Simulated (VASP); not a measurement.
Consider the following.

```yaml
crystal:
  lattice:
    - [4.46342, 0.00000, 0.00000]
    - [0.00000, 4.46342, 0.00000]
    - [0.00000, 0.00000, 4.46342]
  atoms:
    - { symbol: Nb, position: [0.00000, 0.00000, 0.00000] }
    - { symbol: N, position: [0.50000, 0.50000, 0.50000] }
    - { symbol: N, position: [0.00000, 0.00000, 0.50000] }
    - { symbol: N, position: [0.00000, 0.50000, 0.00000] }
    - { symbol: N, position: [0.50000, 0.00000, 0.00000] }
    - { symbol: Hf, position: [0.50000, 0.50000, 0.00000] }
    - { symbol: Hf, position: [0.50000, 0.00000, 0.50000] }
    - { symbol: Hf, position: [0.00000, 0.50000, 0.50000] }
```

These are PBEsol GGA, VASP's PBE PAW potentials (set 64) (plane waves; VASP) values and carry that method's errors. Numerical set-up: 520 eV cut-off, 9×9×9 Γ-centred mesh, tetrahedra with Blöchl corrections, potentials Nb_sv N Hf_pv.

Unless said otherwise, spin-orbit coupling is left out, though it shifts the bands of the heavy elements here.

Q: Predict the energy per atom (σ→0), band gap (on the k-mesh) with the smallest direct gap where there is one.

A: 
| Property | Value |
|---|---|
| band gap (on the k-mesh) | none (metal, semimetal or under 0.01 eV) |
| energy per atom (σ→0) | -11.362 eV/atom |

The structure was generated: Hf3NbN4 was put into an ordered model structure (Pm-3m), which need not be its known phase. It was relaxed first. The electron count is odd and the run is not spin-polarised, which forces a metal.
